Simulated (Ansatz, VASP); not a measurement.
# NiTe2 (Melonite) in two plane-wave programs, part 2 of 2

Aim: how closely do two programs agree when they are given the same cell, functional and k mesh? The cell is taken from a series of runs on this material, whose earlier steps may have relaxed, scaled, displaced or heated it; both programs get it as it stands.

VASP 6.6.1 and Ansatz 0.2.0.

So far: The starting structure; VASP: relaxation of cell and atoms, PBEsol with D3(BJ).

## Step 3: Ansatz: relaxation of cell and atoms, PBEsol with D3(BJ)

Level of this step: Ansatz beside VASP: Kohn-Sham DFT, plane waves, PBEsol with D3(BJ) (Ansatz).

Ansatz runs on its PAW soft_1 files.

The same cell, functional, mesh and smearing now go to Ansatz, which takes its cutoff from its data sets.

input.yaml

```yaml
crystal:
  lattice:
    - [3.787220217, 0.0, 0.0]
    - [-1.8936101085, 3.2798289177, 0.0]
    - [0.0, 0.0, 5.003207365]
  atoms:
    - { symbol: Ni, position: [0.0, 0.0, 0.0] }
    - { symbol: Te, position: [0.3333333333, 0.6666666667, 0.2582160324] }
    - { symbol: Te, position: [0.6666666667, 0.3333333333, 0.7417839676] }
kpoints:
  mp_grid: { grid: [15, 15, 10] }
hamiltonian:
  xc: pbesol
  dispersion: d3bj
  pseudopotentials: { kind: paw, azcp: { folder: soft_1 }, xc_functional: pbe }
scf:
  occupations: { method: gaussian, width: 0.1 }
output:
  forces: true
  stress: true
  eigenvalues: true
relax:
  adjacent_minimum: "off"
  f_tol: 0.005
  max_steps: 80
  cell: { stress_tol: 0.05 }
```

On the command line:

```sh
> ansatz run input.yaml --threads 8 --pin off --max-ram 15360MiB --backend cpu --events-out ev --progress --plain --runs-dir out
```

Numbers of over 12 decimals in the logs are rounded to 6 here.

The program printed:

```text
Engine: ansatz 0.2.0, aarch64-unknown-linux-gnu
Pseudopotentials: kind: paw
Pseudopotential: Ni, paw, valence charge 18, recommended cutoff 420 eV (normal), soft_1/Ni.paw.azcp
Pseudopotential: Te, paw, valence charge 16, recommended cutoff 420 eV (normal), soft_1/Te.paw.azcp
Functional definition: PBEsol
  exchange = pbesol_x
  correlation = pbesol_c
Crystal: 3 atoms, lattice volume = 62.147 Å³
Basis set: ecut = 420 eV, 1229 PW (Γ), exchange–correlation on 54×54×72 points (8 copies of the dense FFT grid, shifted against one another)
Bands: 30, of which v1, the nominal top of the filled ones, is band 25 counted from 1 (24 counted from 0)
Symmetry: 12 space group operations
Space group: P-3m1 (ITA 164), of the structure as read, at distance tolerance 4.0e-5 Å
k-points: 238 of 2250
Non-local potential: Ni, projectors of the file, l = 0: 3, l = 1: 2, l = 2: 3, l = 3: 1
Non-local potential: Te, projectors of the file, l = 0: 2, l = 1: 2, l = 2: 2, l = 3: 1
PAW form: soft (Blöchl's): semilocal exchange-correlation on the pseudo side does not see the compensation charge
PAW frozen core: Ni, regenerated for the run's functional, and the local potential with it (the file was generated under x = pbe(κ = 0.804, μ = 0.219515), c = pbe(β = 0.066725))
PAW frozen core: Te, regenerated for the run's functional, and the local potential with it (the file was generated under x = pbe(κ = 0.804, μ = 0.219515), c = pbe(β = 0.066725))
PAW one-centre angular grid: Ni, 590 points (default); XC on 64 Gauss nodes
PAW one-centre angular grid: Te, 590 points (default); XC on 64 Gauss nodes
Initial density: superposition of atomic densities (chi_scale 0.1, normalization cell, long waves kept (reshape's long-wave potential 0.01 eV rms))
Initial wavefunctions: pseudopotential atomic-orbital guess
Functional: x = pbesol(κ = 0.804, μ = 0.123457), c = pbesol(β = 0.046)
SCF iter   1: F=—  HF=-19614.225906 eV  |F-HF|=—  |Δ(HF+E_count)|=         —  Δρ=1.93e-1  dr2=2.43e1  ethr=3.10e-3  ⟨swp⟩=7.1  Hψ=32509  notcnv=0
preconditioner: auto → Kerker (q_TF=auto, 2.631 Å⁻¹)  [metal: Δε(μ)=0.010 eV  Ē_g=9.800 eV  σ=0.100 eV  W_gap=0.06  n_scr=22 (ndim 8)  ℏωp=22.1 eV  f_vac=0.000  D(μ)=1.46/eV (n_scr^D=8)]
SCF iter   2: F=—  HF=-19613.821691 eV  |F-HF|=—  |Δ(HF+E_count)|=   4.04e-1  Δρ=2.84e-1  dr2=2.73e1  ethr=3.10e-3  ⟨swp⟩=4.0  Hψ=19317  notcnv=0  defer=161
SCF iter   3: F=—  HF=-19611.006863 eV  |F-HF|=—  |Δ(HF+E_count)|=    2.81e0  Δρ=5.58e-2  dr2=1.38e0  ethr=3.10e-3  ⟨swp⟩=3.0  Hψ=16770  notcnv=0  defer=125
SCF iter   4: F=—  HF=-19611.144791 eV  |F-HF|=—  |Δ(HF+E_count)|=   1.38e-1  Δρ=1.64e-1  dr2=1.13e1  ethr=2.75e-3  ⟨swp⟩=3.0  Hψ=11816  notcnv=0  defer=157  recentre
SCF iter   5: F=—  HF=-19610.626179 eV  |F-HF|=—  |Δ(HF+E_count)|=   5.19e-1  Δρ=7.33e-2  dr2=2.79e0  ethr=2.75e-3  ⟨swp⟩=2.4  Hψ=13400  notcnv=0  defer=129
SCF iter   6: F=—  HF=-19610.442945 eV  |F-HF|=—  |Δ(HF+E_count)|=   1.83e-1  Δρ=1.68e-2  dr2=1.96e-1  ethr=2.75e-3  ⟨swp⟩=2.1  Hψ=8997  notcnv=0  defer=129
SCF iter   7: F=—  HF=-19610.443226 eV  |F-HF|=—  |Δ(HF+E_count)|=   2.81e-4  Δρ=1.56e-2  dr2=1.53e-1  ethr=3.92e-4  ⟨swp⟩=1.1  Hψ=8996  notcnv=0  defer=128
SCF iter   8: F=—  HF=-19610.430298 eV  |F-HF|=—  |Δ(HF+E_count)|=   1.29e-2  Δρ=1.38e-3  dr2=1.40e-3  ethr=3.06e-4  ⟨swp⟩=2.0  Hψ=7899  notcnv=0  defer=128
SCF iter   9: F=—  HF=-19610.430402 eV  |F-HF|=—  |Δ(HF+E_count)|=   1.04e-4  Δρ=4.89e-4  dr2=1.28e-4  ethr=2.81e-6  ⟨swp⟩=2.0  Hψ=8936  notcnv=0  defer=128
SCF iter  10: F=—  HF=-19610.430393 eV  |F-HF|=—  |Δ(HF+E_count)|=   8.30e-6  Δρ=1.95e-4  dr2=3.73e-5  ethr=2.55e-7  ⟨swp⟩=2.3  Hψ=9021  notcnv=0  defer=128
SCF iter  11: F=—  HF=-19610.430386 eV  |F-HF|=—  |Δ(HF+E_count)|=   6.94e-6  Δρ=2.68e-5  dr2=5.77e-7  ethr=7.46e-8  ⟨swp⟩=1.3  Hψ=7124  notcnv=0  defer=128
SCF iter  12: F=-19610.430386 eV  HF=-19610.430387 eV  |F-HF|=3.70e-8  |Δ(HF+E_count)|=   9.25e-8  Δρ=9.30e-6  dr2=9.70e-8  ethr=2.00e-10  ⟨swp⟩=10.3  Hψ=40612  notcnv=0
SCF 1 converged in 12 iterations: F = -19610.430386 eV  dr2 = 9.70e-8
  greatest PAW one-centre occupation: 1.001 electrons in one spin orbital (limit 2), on the Ni atom at site 0 (counted from 0), in its partial waves of l = 1
relax step   1: F+E_penalty+E_count = -19610.43038647 eV  Δ(F+E_penalty+E_count) = +0.000e0 eV  max|allowed force component| = 8.954e-5 eV/Å  Δτ_max = 0.0000 Å  P = -0.001 GPa  Ω = 62.147 Å³  (12 SCF iters, dr2 threshold 1.00e-7 eV, accepted)
Initial density: handed on by an earlier stage of this run
Initial wavefunctions: pseudopotential atomic-orbital guess (no wavefunctions were taken with the density)
iter 1 solved again at ethr=2.02e-7 eV; its pass at ethr=3.10e-3 eV (dr2=1.01e-4 eV) is discarded
SCF iter   1: F=—  HF=-19610.430392 eV  |F-HF|=—  |Δ(HF+E_count)|=         —  Δρ=9.41e-6  dr2=1.01e-7  ethr=2.02e-7  ⟨swp⟩=3.2  Hψ=50618  notcnv=0
preconditioner: auto → Kerker (q_TF=auto, 2.631 Å⁻¹)  [metal: Δε(μ)=0.024 eV  Ē_g=8.594 eV  σ=0.100 eV  W_gap=0.14  n_scr=22 (ndim 8)  ℏωp=22.1 eV  f_vac=0.004  D(μ)=1.52/eV (n_scr^D=8)]
SCF iter   2: F=—  HF=-19610.430386 eV  |F-HF|=—  |Δ(HF+E_count)|=   5.31e-6  Δρ=6.84e-6  dr2=5.81e-8  ethr=2.01e-10  ⟨swp⟩=2.1  Hψ=13107  notcnv=0
SCF iter   3: F=—  HF=-19610.430386 eV  |F-HF|=—  |Δ(HF+E_count)|=   4.04e-9  Δρ=2.21e-6  dr2=4.43e-9  ethr=1.16e-10  ⟨swp⟩=1.8  Hψ=7658  notcnv=0
SCF iter   4: F=—  HF=-19610.430386 eV  |F-HF|=—  |Δ(HF+E_count)|=  3.89e-10  Δρ=6.06e-7  dr2=5.49e-10  ethr=8.85e-12  ⟨swp⟩=2.0  Hψ=9651  notcnv=0
SCF iter   5: F=—  HF=-19610.430386 eV  |F-HF|=—  |Δ(HF+E_count)|=  3.64e-12  Δρ=6.55e-7  dr2=3.11e-10  ethr=1.10e-12  ⟨swp⟩=2.1  Hψ=9693  notcnv=0
SCF iter   6: F=-19610.430386 eV  HF=-19610.430386 eV  |F-HF|=1.82e-11  |Δ(HF+E_count)|=  2.18e-11  Δρ=2.09e-7  dr2=2.53e-11  ethr=1.00e-12  ⟨swp⟩=5.7  Hψ=36502  notcnv=0
SCF 2 converged in 6 iterations: F = -19610.430386 eV  dr2 = 2.53e-11
relax step   2: F+E_penalty+E_count = -19610.43038650 eV  Δ(F+E_penalty+E_count) = -2.538e-8 eV  max|allowed force component| = 9.767e-5 eV/Å  Δτ_max = 0.0000 Å  P = -0.001 GPa  Ω = 62.147 Å³  stress off target by 6.44e-3 GPa  SCF on the basis re-selected at this cell (its energy is not comparable with the rows above)  (6 SCF iters)
basis re-selected at this cell: Δ(F+E_penalty+E_count) = -2.538e-8 eV, ΔP = -0.000 GPa vs the last step (what re-selecting the basis moved, of the pressure what is left beyond the Pulay correction that the steps carried, after the strain that the cell walked since its last selection, with what the two solves' SCF thresholds leave and, on support functions, any second-order correction that the steps lacked; it is no m [...]
SCF converged after 6 iterations
Free energy (F): -19610.430386 eV
Harris-Foulkes:  -19610.430386 eV  (|F-HF|=1.82e-11)
Internal energy: -19610.422768 eV  (E = F + TS)
E sigma→0 (E₀):  -19610.426577 eV
Entropy (-TS):   -0.007618 eV (-2.539 meV/atom)
Fermi energy:    13.880966 eV
--- Per-component energies (eV) ---
  E_band       = -745.750875
  E_kinetic    = 691.533614
  E_local      = -6628.716035  (includes V_loc(G=0)·N_el)
  E_nonlocal   = 20.836591
  E_hartree    = 3456.768911
  E_xc         = -358.357830
  E_vxc        = -353.336224  (∫ρ·V_xc dr)
  E_paw        = -10809.396475  (= ΣΔE_a)
  E_vpaw       = -1389.607959  (= ΣTr[D̂ρ^β])
  E_aug_tail   = 0.001053  (compensation charges beyond the density's cutoff)
  E_ewald      = -5982.540567
  E_disp       = -1.498943  (pairwise vdW)
  E_core_change = 0.946912  (= ΣΔE_core)
  E_smearing   = -0.007618  (= −TS)
  E_closure    = 0.000000  (closes the sum)
  Σ components = -19610.430386   (vs F -19610.430386, Δ=0.00e0)
--- Forces (eV/Å), atoms counted from 1 ---
  atom   1  Ni     0.00000000     0.00000000     0.00000000
  atom   2  Te    -0.00000000     0.00000000    -0.00009767
  atom   3  Te    -0.00000000    -0.00000000     0.00009767
  max |Σ_I F_I| component: 9.25e-18 eV/Å
--- Stress (GPa, compression-positive) ---
        0.001921      -0.000000       0.000000
        0.000000       0.001921      -0.000000
        0.000000      -0.000000      -0.006435
  P = ⅓ Tr σ = -0.0009 GPa (-0.009 kbar)
--- Band table (eV; the first three rows and the last of 238) ---
  k-point 0: bands = [... 21 lower, 12.0571, 14.1732, 14.1732, 14.6673, 14.6673, 16.7024, 17.1028, 19.5920, ... 1 higher]
  k-point 1: bands = [... 21 lower, 12.0602, 14.0322, 14.0322, 14.8285, 14.8285, 16.4150, 17.1719, 19.6884, ... 1 higher]
  k-point 2: bands = [... 21 lower, 12.0686, 13.8009, 13.8009, 15.1173, 15.1173, 15.6872, 17.3994, 19.8712, ... 1 higher]
  k-point 237: bands = [... 21 lower, 11.2137, 11.6940, 11.9802, 11.9802, 16.5109, 16.5109, 21.2224, 21.2224, ... 1 higher]
--- Relaxed structure (1 steps of the walk, 1 accepted, 1 SCFs on fresh bases) ---
  F+E_penalty+E_count = -19610.43038650 eV   max|allowed force component| = 9.767e-5 eV/Å   (the final SCF, on the basis selected at the relaxed cell)
  cell:  # Å, volume = 62.1470 Å³
    - [3.787220, 0.0, 0.0]
    - [-1.893610, 3.279829, 0.0]
    - [0.0, 0.0, 5.003207365]
  atoms:
    - { symbol: Ni, position: [0.0, 0.0, 0.0] }
    - { symbol: Te, position: [0.333333, 0.666667, 0.258216] }
    - { symbol: Te, position: [0.666667, 0.333333, 0.741784] }
```

## Step 4: Comparison

Known differences besides the potentials themselves: the data sets hold 50 valence electrons in Ansatz (on its PAW soft_1 files) and 22 in VASP; the cutoff is 420 eV in Ansatz and 600 eV in VASP; Ansatz makes its cores anew for this functional, VASP keeps those of its PBE data sets; Ansatz adds a Pulay correction to the stress that steers its cell, VASP none. Total energies have different zeros and are not compared.

The two programs side by side:

```csv
quantity,Ansatz,VASP,difference
volume (Å³),62.15,62.13,+0.03 %
"edge a after relaxation, in the typed setting (Å)",3.787,3.787,+0.00 %
"edge c after relaxation, in the typed setting (Å)",5.003,5.002,+0.03 %
```

## Step 5: Outcome

```
difference in volume (relaxation of cell and atoms, PBEsol with D3(BJ)) : 0.034 %
```

What this shows: The difference in volume is 0.034 % (relaxation of cell and atoms, PBEsol with D3(BJ)), within the 1.2 % picked in this series as the mark of a large difference, as far as the stopping tolerances let one tell. The data sets hold unlike numbers of valence electrons (50 in Ansatz and 22 in VASP), so part of the differences comes from the potentials. How closely two codes agree says nothing of how well the functional describes the real material.

[Lines on the potential files, build, host, timing and source positions are cut from VASP's logs without a mark.]

[Logs are printed without paths, hosts, clocks, repeated set-up lines and the standing remarks that a program may print on its own settings, such as how far it seeks lower states.]

[Hosts, paths, dates, database ids (printed as entryN), source tags and the programs' standing remarks are cut or masked in the printed files.]
